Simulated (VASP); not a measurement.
# LiTi in VASP: further runs

Aim: see how the results for LiTi move with the level of theory and the settings. Levels: PBE+TS-HI, PBE+dDsC, PBE+rVV10. Tasks: relaxation of the atoms.

All numbers are computed with VASP 6.6.1; they aren't measurements. Logs are shortened: lines on timing, memory, paths and dates and some standing lists are left out, and cuts for length are marked.

**1. The sheet as given**

The cell holds a sheet with vacuum, 2 atoms: a = 3.639 Å, b = 3.639 Å, c = 23.800 Å, α = 90.00°, β = 90.00°, γ = 90.00°.

The cell was built by a generator and needn't be a form met in nature.

**2. Relaxation of the atoms, PBE+TS-HI**

INCAR

```
SYSTEM = LiTi
PREC = Accurate
ENCUT = 520
EDIFF = 1E-7
ISMEAR = -1
SIGMA = 0.05
LREAL = .FALSE.
LASPH = .TRUE.
NELM = 60
ALGO = Normal
ISIF = 2
LWAVE = .FALSE.
LCHARG = .FALSE.
LDIPOL = .TRUE.
IDIPOL = 3
DIPOL = 0.5 0.5 0.294
GGA = PE
IVDW = 21
IBRION = 2
NSW = 40
EDIFFG = -0.01
```

KPOINTS

```
regular mesh
0
G
  7 7 1
  0 0 0
```

POSCAR

```
LiTi
1.0
    3.6389800000      0.0000000000      0.0000000000
    0.0000000000      3.6389800000      0.0000000000
    0.0000000000      0.0000000000     23.8000000000
Li Ti
1 1
Selective dynamics
Direct
    0.0000000000      0.0000000000      0.2941200000  F F F
    0.5000000000      0.5000000000      0.2941200000  T T T
```

Potentials or basis: VASP PAW PBE potentials, release 64 (Li_sv, Ti_sv).

Run with:

```console
$ cat potpaw_PBE.64/Li_sv/POTCAR potpaw_PBE.64/Ti_sv/POTCAR > POTCAR
$ mpirun -np 1 vasp_std > vasp.out
```

OUTCAR:

```text
SYSTEM = LiTi
   PREC = Accurate
   ENCUT = 520
   EDIFF = 1E-7
   ISMEAR = -1
   LREAL = .FALSE.
   LASPH = .TRUE.
   NELM = 60
   ISIF = 2
   GGA = PE
   IVDW = 21
   IBRION = 2
   NSW = 40
   EDIFFG = -0.01
  IVDW =  21

 ion  position               nearest neighbor table
   1  0.000  0.000  0.294-   2 2.57   2 2.57   2 2.57   2 2.57
   2  0.500  0.500  0.294-   1 2.57   1 2.57   1 2.57   1 2.57

  LATTYP: Found a simple tetragonal cell.
 ALAT       =     3.6389800000
 C/A-ratio  =     6.5402942583

  Lattice vectors:

 A1 = (   3.6389800000,   0.0000000000,   0.0000000000)
 A2 = (   0.0000000000,   3.6389800000,   0.0000000000)
 A3 = (   0.0000000000,   0.0000000000,  23.8000000000)

Analysis of symmetry for initial positions (statically):
=====================================================================
 Subroutine PRICEL returns:
 Original cell was already a primitive cell.

 Routine SETGRP: Setting up the symmetry group for a
 simple tetragonal supercell.

 Subroutine GETGRP returns: Found 16 space group operations
 (whereof  8 operations were pure point group operations)
 out of a pool of 16 trial point group operations.

The static configuration has the point symmetry C_4v.
 The point group associated with its full space group is D_4h.

Analysis of symmetry for dynamics (positions and initial velocities):
=====================================================================
 Subroutine PRICEL returns:
 Original cell was already a primitive cell.

 Routine SETGRP: Setting up the symmetry group for a
 simple tetragonal supercell.

 Subroutine GETGRP returns: Found 16 space group operations
 (whereof  8 operations were pure point group operations)
 out of a pool of 16 trial point group operations.

The dynamic configuration has the point symmetry C_4v.
 The point group associated with its full space group is D_4h.

Analysis of constrained symmetry for selective dynamics:
=====================================================================
 Subroutine PRICEL returns:
 Original cell was already a primitive cell.

 Routine SETGRP: Setting up the symmetry group for a
 simple tetragonal supercell.

 Subroutine GETGRP returns: Found 16 space group operations
 (whereof  8 operations were pure point group operations)
 out of a pool of 16 trial point group operations.

The constrained configuration has the point symmetry C_4v.
 The point group associated with its full space group is D_4h.

 Subroutine INISYM returns: Found 16 space group operations
 (whereof  8 operations are pure point group operations),
 and found     1 'primitive' translations

----------------------------------------------------------------------------------------

                                     Primitive cell

  volume of cell :     315.1638

  direct lattice vectors                    reciprocal lattice vectors
     3.638980000  0.000000000  0.000000000     0.274802280  0.000000000  0.000000000
     0.000000000  3.638980000  0.000000000     0.000000000  0.274802280  0.000000000
     0.000000000  0.000000000 23.800000000     0.000000000  0.000000000  0.042016807

  length of vectors
     3.638980000  3.638980000 23.800000000     0.274802280  0.274802280  0.042016807

  position of ions in fractional coordinates (direct lattice)
     0.000000000  0.000000000  0.294120000
     0.500000000  0.500000000  0.294120000

  ion indices of the primitive-cell ions
   primitive index   ion index
                 1           1
                 2           2

----------------------------------------------------------------------------------------

 KPOINTS: regular mesh

Automatic generation of k-mesh.
 Grid dimensions read from file:
 generate k-points for:    7    7    1

 Generating k-lattice:

  Cartesian coordinates                     Fractional coordinates (reciprocal lattice)
     0.039257469  0.000000000  0.000000000     0.142857143  0.000000000  0.000000000
     0.000000000  0.039257469  0.000000000     0.000000000  0.142857143  0.000000000
     0.000000000  0.000000000  0.042016807     0.000000000  0.000000000  1.000000000

  Length of vectors
     0.039257469  0.039257469  0.042016807

  Shift w.r.t. Gamma in fractional coordinates (k-lattice)
     0.000000000  0.000000000  0.000000000

 Subroutine IBZKPT returns following result:
 ===========================================

 Found     10 irreducible k-points:

 Following reciprocal coordinates:
            Coordinates               Weight
  0.000000  0.000000  0.000000      1.000000
  0.142857  0.000000  0.000000      4.000000
  0.285714  0.000000  0.000000      4.000000
  0.428571  0.000000  0.000000      4.000000
  0.142857  0.142857  0.000000      4.000000
  0.285714  0.142857  0.000000      8.000000
  0.428571  0.142857  0.000000      8.000000
  0.285714  0.285714  0.000000      4.000000
  0.428571  0.285714  0.000000      8.000000
  0.428571  0.428571  0.000000      4.000000
   k-points           NKPTS =     10   k-points in BZ     NKDIM =     10   number of bands    NBANDS=     11
   number of dos      NEDOS =    301   number of ions     NIONS =      2
   total plane-waves  NPLWV = 141120
   dimension x,y,z NGX =    28 NGY =   28 NGZ =  180
   dimension x,y,z NGXF=    56 NGYF=   56 NGZF=  360
   ions per type =               1   1
   NGX,Y,Z   is equivalent  to a cutoff of  12.79, 12.79, 12.57 a.u.
   NGXF,Y,Z  is equivalent  to a cutoff of  25.58, 25.58, 25.15 a.u.
 SYSTEM =  LiTi
   PREC   = accura    normal or accurate (medium, high low for compatibility)
   ISTART =      0    job   : 0-new  1-cont  2-samecut
   ICHARG =      2    charge: 1-file 2-atom 10-const
   ISPIN  =      1    spin polarized calculation?
   LNONCOLLINEAR =      F non collinear calculations
   LSORBIT =      F    spin-orbit coupling
   LASPH  =      T    aspherical Exc in radial PAW
   ENCUT  =  520.0 eV  38.22 Ry    6.18 a.u.   6.77  6.77 44.25*2*pi/ulx,y,z
   NELM   =     60;   NELMIN=  2; NELMDL= -5     # of ELM steps
   EDIFF  = 0.1E-06   stopping-criterion for ELM
   LREAL  =      F    real-space projection
   EDIFFG = -.1E-01   stopping-criterion for IOM
   NSW    =     40    number of steps for IOM
   IBRION =      2    ionic relax: 0-MD 1-quasi-New 2-CG
   NFREE  =      1    steps in history (QN), initial steepest desc. (CG)
   ISIF   =      2    stress and relaxation
   ISYM   =      2    0-nonsym 1-usesym 2-fastsym
   POTIM  = 0.5000    time-step for ionic-motion
   TEBEG  =    0.0;   TEEND  =   0.0 temperature during run
   PSTRESS=    0.0 pullay stress
   NELECT =      15.0000    total number of electrons
   NUPDOWN=      -1.0000    fix difference up-down
   EMIN   =  10.00;   EMAX   =-10.00  energy-range for DOS
   EFERMI =   0.00;   METHOD = LEGACY
   ISMEAR =    -1;   SIGMA  =   0.05  broadening in eV -4-tet -1-fermi 0-gaus
   EFERMI_NEDOS =   21; number of points for ismear=-14 and -15
   IALGO  =     38    algorithm
   IMIX   =      4    mixing-type and parameters
     AMIX     =   0.40;   BMIX     =  1.00
     AMIX_MAG =   1.60;   BMIX_MAG =  1.00
  volume/ion in A,a.u.               =     157.58      1063.42
  Fermi-wavevector in a.u.,A,eV,Ry     =   0.593280  1.121137  4.788997  0.351981
  Thomas-Fermi vector in A             =   1.642418
   LORBIT       =      0    0 simple, 1 ext, 2 COOP (PROOUT), +10 PAW based schemes
   GGA     = PE    functional components
   LHFCALC =     F    Hartree Fock is set to
   AEXX    =    0.0000 exact exchange contribution
   IVDW    =    21    specifies the selected vdW correction
   LEPSILON=     F    determine dielectric tensor
   LRPA    =     F    only Hartree local field effects (RPA)
 conjugate gradient relaxation of ions
 non-spin polarized calculation
  energy-cutoff  :      520.00
  volume of cell :      315.16
 maximum number of plane-waves:      8534
 NGX is ok and might be reduce to    28
   NGX = 13   NGY = 13   NGZ = 89

 dipolmoment           0.000000      0.000000     -0.000003 electrons x Angstroem

 number of electron      14.9999992 magnetization

 dipolmoment           0.000000      0.000000      0.000001 electrons x Angstroem

 Free energy of the ion-electron system (eV)
  ---------------------------------------------------
  ext. energy  EPLUGINS =         0.00000000
  ---------------------------------------------------
  free energy    TOTEN  =        -5.40391472 eV

  energy without entropy =       -5.34350572  energy(sigma->0) =       -5.37371022

 E-fermi :  -3.0446     XC(G=0):  -1.8156

 val. band max:       -3.0525386870   @ k =   0.1429   0.0000   0.0000
 cond. band min:      -2.9798007631   @ k =   0.4286   0.0000   0.0000
 fundamental gap:      0.0727379239
 Fermi energy:        -3.0446290444

 k-point     1 :       0.0000    0.0000    0.0000
  band No.  band energies     occupation
      1     -60.4259      2.00000
      2     -49.0049      2.00000
      3     -36.9975      2.00000
      4     -36.5155      2.00000
      5     -36.5155      2.00000
      6      -6.1948      2.00000
      7      -3.3620      1.99650
      8      -2.8990      0.10306
      9      -2.7714      0.00843
     10      -2.1727      0.00000
     11      -2.1727      0.00000

 k-point     2 :       0.1429    0.0000    0.0000
  band No.  band energies     occupation
      1     -60.4254      2.00000
      2     -49.0050      2.00000
      3     -36.9969      2.00000
      4     -36.5215      2.00000
      5     -36.5148      2.00000
      6      -5.9901      2.00000
      7      -3.3322      1.99366
      8      -3.0525      1.07893
      9      -2.7130      0.00263
     10      -2.1557      0.00000
     11      -2.0344      0.00000

 k-point     3 :       0.2857    0.0000    0.0000
  band No.  band energies     occupation
      1     -60.4244      2.00000
      2     -49.0053      2.00000
      3     -36.9957      2.00000
      4     -36.5351      2.00000
      5     -36.5134      2.00000
      6      -5.4653      2.00000
      7      -3.2842      1.98353
      8      -3.2363      1.95761
      9      -2.5537      0.00011
     10      -2.4412      0.00001
     11      -2.1170      0.00000

 k-point     4 :       0.4286    0.0000    0.0000
  band No.  band energies     occupation
      1     -60.4236      2.00000
      2     -49.0056      2.00000
      3     -36.9947      2.00000
      4     -36.5459      2.00000
      5     -36.5122      2.00000
      6      -4.9597      2.00000
      7      -3.4294      1.99909
      8      -2.9798      0.42949
      9      -2.7101      0.00248
     10      -2.4419      0.00001
     11      -2.0857      0.00000

 k-point     5 :       0.1429    0.1429    0.0000
  band No.  band energies     occupation
      1     -60.4250      2.00000
      2     -49.0051      2.00000
      3     -36.9964      2.00000
      4     -36.5216      2.00000
      5     -36.5204      2.00000
      6      -5.7731      2.00000
      7      -3.2878      1.98468
      8      -3.0870      1.40034
      9      -2.6693      0.00110
     10      -2.3123      0.00000
     11      -2.2288      0.00000

 k-point     6 :       0.2857    0.1429    0.0000
  band No.  band energies     occupation
      1     -60.4240      2.00000
      2     -49.0052      2.00000
      3     -36.9951      2.00000
      4     -36.5350      2.00000
      5     -36.5199      2.00000
      6      -5.2111      2.00000
      7      -3.2168      1.93801
      8      -3.1721      1.85510
      9      -2.6151      0.00037
     10      -2.4999      0.00004
     11      -2.3463      0.00000

 k-point     7 :       0.4286    0.1429    0.0000
  band No.  band energies     occupation
      1     -60.4232      2.00000
      2     -49.0053      2.00000
      3     -36.9941      2.00000
      4     -36.5460      2.00000
      5     -36.5190      2.00000
      6      -4.6596      2.00000
      7      -3.3381      1.99437
      8      -3.0644      1.19479
      9      -2.6409      0.00062
     10      -2.4041      0.00001
     11      -2.3006      0.00000

 k-point     8 :       0.2857    0.2857    0.0000
  band No.  band energies     occupation
      1     -60.4231      2.00000
      2     -49.0049      2.00000
      3     -36.9939      2.00000
      4     -36.5356      2.00000
      5     -36.5336      2.00000
      6      -4.5325      2.00000
      7      -3.1024      1.52126
      8      -2.9775      0.41443
      9      -2.9152      0.13972
     10      -2.6212      0.00042
     11      -2.4158      0.00001

 k-point     9 :       0.4286    0.2857    0.0000
  band No.  band energies     occupation
      1     -60.4223      2.00000
      2     -49.0047      2.00000
      3     -36.9929      2.00000
      4     -36.5463      2.00000
      5     -36.5343      2.00000
      6      -3.8196      2.00000
      7      -3.2037      1.92023
      8      -3.1182      1.62658
      9      -2.6546      0.00082
     10      -2.5015      0.00004
     11      -2.3228      0.00000

 k-point    10 :       0.4286    0.4286    0.0000
  band No.  band energies     occupation
      1     -60.4216      2.00000
      2     -49.0042      2.00000
      3     -36.9920      2.00000
      4     -36.5467      2.00000
      5     -36.5463      2.00000
      6      -3.3795      1.99754
      7      -2.9353      0.20200
      8      -2.8631      0.05168
      9      -2.6096      0.00033
     10      -2.3437      0.00000
     11      -2.2482      0.00000

------------------------ aborting loop because EDIFF is reached ----------------------------------------

 vacuum level on the upper side and lower side of the slab       (xc-potential included)        -0.008        -0.008

  Hirshfeld charges:
            ion         q(e)
   ------------------------------
      1     Li         -0.116
      2     Ti          0.116

  Tkatchenko/Scheffler method for vdW energy calculation

  Number of pair interactions contributing to vdW energy:    4904

  Edisp (eV):   -0.51196

  FORCE on cell =-STRESS in cart. coord.  units (eV):
  Direction    XX          YY          ZZ          XY          YZ          ZX
  --------------------------------------------------------------------------------------
  -------------------------------------------------------------------------------------
  Total      -0.50754    -0.50754    -0.03161     0.00000     0.00000    -0.00000
  in kB      -2.58014    -2.58014    -0.16070     0.00000     0.00000    -0.00000
  external pressure =       -1.77 kB  Pullay stress =        0.00 kB

 VOLUME and BASIS-vectors are now :
 -----------------------------------------------------------------------------
  energy-cutoff  :      520.00
  volume of cell :      315.16
      direct lattice vectors                 reciprocal lattice vectors
     3.638980000  0.000000000  0.000000000     0.274802280  0.000000000  0.000000000
     0.000000000  3.638980000  0.000000000     0.000000000  0.274802280  0.000000000
     0.000000000  0.000000000 23.800000000     0.000000000  0.000000000  0.042016807

 POSITION                                       TOTAL-FORCE (eV/Angst)
 -----------------------------------------------------------------------------------
      0.00000      0.00000      7.00006         0.000000     -0.000000      0.000000
      1.81949      1.81949      7.00006         0.000000      0.000000     -0.000000
 -----------------------------------------------------------------------------------
    total drift:                                0.000000      0.000000      0.000059

  FREE ENERGIE OF THE ION-ELECTRON SYSTEM (eV)
  ---------------------------------------------------
  free  energy   TOTEN  =        -5.9158728046 eV

  energy  without entropy=       -5.8554638025  energy(sigma->0) =       -5.88566830

 reached required accuracy - stopping structural energy minimisation

 vacuum level on the upper side and lower side of the slab         1.048         1.053
```

Run time: 85 s. Hardware: 1 thread of Intel Xeon Platinum 8375C at 2.90GHz (Ice Lake), shared host; peak memory 0.36 GiB.

Results:

```
Free energy                : -5.9159 eV
Band gap on the k mesh     : none (metal or under the smearing width)
Hirshfeld charges          : Li -0.12; Ti +0.12 e
Dispersion energy per atom : -0.256 eV
```

Final structure:
```
CELL_PARAMETERS angstrom
3.63898 0.00000 0.00000
0.00000 3.63898 0.00000
0.00000 0.00000 23.80000
ATOMIC_POSITIONS crystal
Li 0.00000 0.00000 0.29412
Ti 0.50000 0.50000 0.29412
```

Caveat: the cutoff is under 1.25 times the usual one of these potentials, so pressure, stress and relaxed cells hold a basis-set (Pulay) error; the relaxation stopped at its first step, so nothing moved.

**3. Relaxation of the atoms, PBE+dDsC**

INCAR, as its differences from that of step 2:

```diff
@@ -17,3 +17,3 @@
 GGA = PE
-IVDW = 21
+IVDW = 4
 IBRION = 2
```

KPOINTS is that of step 2.

POSCAR is that of step 2.

Potentials or basis: VASP PAW PBE potentials, release 64 (Li_sv, Ti_sv).

Run with:

```console
$ cat potpaw_PBE.64/Li_sv/POTCAR potpaw_PBE.64/Ti_sv/POTCAR > POTCAR
$ mpirun -np 1 vasp_std > vasp.out
```

It took 57 s on 1 thread of Intel Xeon Platinum 8375C at 2.90GHz (Ice Lake), shared host; peak memory 0.37 GiB.

The run converged. Its results:

```yaml
Free_energy: -5.5540 eV
Band_gap_on_the_k_mesh: none (metal or under the smearing width)
Hirshfeld_charges: Li -0.07; Ti +0.07 e
Dispersion_energy_per_atom: -0.075 eV
```

Final structure:
```xyz
2
Lattice="3.6390 0.0000 0.0000 0.0000 3.6390 0.0000 0.0000 0.0000 23.8000" Properties=species:S:1:pos:R:3 pbc="T T T"
Li    0.0000    0.0000    7.0001
Ti    1.8195    1.8195    7.0001
```

Levels at points of the mesh, in eV from the Fermi level:
| k point | band 4 | band 5 | band 6 | band 7 | band 8 | band 9 | band 10 | band 11 |
| --- | --- | --- | --- | --- | --- | --- | --- | --- |
| (0.00, 0.00, 0.00) | -33.47 | -33.47 | -3.15 | -0.32 | 0.15 | 0.27 | 0.87 | 0.87 |

Caveat: the cutoff is under 1.25 times the usual one of these potentials, so pressure, stress and relaxed cells hold a basis-set (Pulay) error; the relaxation stopped at its first step, so nothing moved.

(Continued in part 2 of 2.)
